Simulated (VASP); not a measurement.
Input:

```
Er
1.0
    1.76230    -3.05240     0.00000
    1.76230     3.05240     0.00000
    0.00000     0.00000     5.41869
Er
2
Direct
  0.33333   0.66667   0.25000
  0.66667   0.33333   0.75000
```

These are PBEsol GGA, VASP's PBE PAW potentials (set 64) (plane waves; VASP) values and carry that method's errors. Settings: 480 eV cut-off, 12×12×6 Γ-centred mesh, first-order Methfessel-Paxton smearing of 0.10 eV, potentials Er_3.

The 4f electrons are frozen in the core of the lanthanide potential, so 4f levels, which can set the real gap, and their magnetism are missing.

Each row applies one change to this cell, which was relaxed at other settings and keeps the small stress of the first row; at a fixed cut-off the stress holds a Pulay part, so it need not integrate to ΔE exactly. Stress is in GPa, positive when the cell is compressed.

```
change                                                          ΔE (meV/atom)    σxx    σyy    σzz  largest shear component, with its sign (GPa)  largest force (eV/Å)
--------------------------------------------------------------  -------------  -----  -----  -----  --------------------------------------------  --------------------
none                                                                      0.0   0.01   0.01   0.20                                          0.00                 0.000
biaxial strain of -1.0 % in the yz plane                                  [?]    [?]    [?]    [?]                                           [?]                   [?]
biaxial strain of +1.5 % in the xz plane with the ions relaxed            4.0  -1.69  -0.69  -1.43                                          0.00                 0.008
uniaxial strain of -4.0 % along x with the ions relaxed                  13.8   3.80   0.99   1.38                                          0.00                 0.000
atom 2 (Er) moved by -0.025 Å along z                                     0.7   0.01   0.01   0.23                                          0.00                 0.117
uniaxial strain of -4.0 % along y                                         [?]    [?]    [?]    [?]                                           [?]                   [?]
atom 2 (Er) moved by 0.025 Å along y                                      0.2  -0.09   0.11   0.21                                          0.00                 0.039
```

**Question.** What belongs in the gaps?

**Answer.** 
- uniaxial strain of -4.0 % along y, ΔE (meV/atom): 14.2
- uniaxial strain of -4.0 % along y, σxx: 0.94
- uniaxial strain of -4.0 % along y, σyy: 3.95
- uniaxial strain of -4.0 % along y, σzz: 1.45
- uniaxial strain of -4.0 % along y, largest shear component, with its sign (GPa): 0.00
- uniaxial strain of -4.0 % along y, largest force (eV/Å): 0.050
- biaxial strain of -1.0 % in the yz plane, ΔE (meV/atom): 2.6
- biaxial strain of -1.0 % in the yz plane, σxx: 0.51
- biaxial strain of -1.0 % in the yz plane, σyy: 1.27
- biaxial strain of -1.0 % in the yz plane, σzz: 1.38
- biaxial strain of -1.0 % in the yz plane, largest shear component, with its sign (GPa): 0.00
- biaxial strain of -1.0 % in the yz plane, largest force (eV/Å): 0.016

Failed runs are left out, and for metals the shear rows, which the mesh's noise covers.

The compound is Er in the hcp structure.
